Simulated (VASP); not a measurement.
Energy against volume of AgCl (rock salt). Calculation: vdW-DF-cx, VASP's PBE PAW potentials (set 64) (plane waves; VASP).

| V (Å³/atom) | E (eV/atom) |
|---|---|
| 19.249 | -0.37873 |
| 19.863 | -0.39005 |
| 20.477 | -0.39375 |
| 21.092 | -0.39115 |
| 21.706 | -0.38332 |

Task: Fit a third-order Birch-Murnaghan equation of state.

Result: 
| Item | Result |
|---|---|
| volume per atom | 20.51 Å^3/atom |
| bulk modulus | 54.2 GPa |
| pressure derivative of the bulk modulus | 5.32 |
| lattice constant a | 5.475 Å |

The compound is AgCl in the rock salt structure. It was relaxed first.
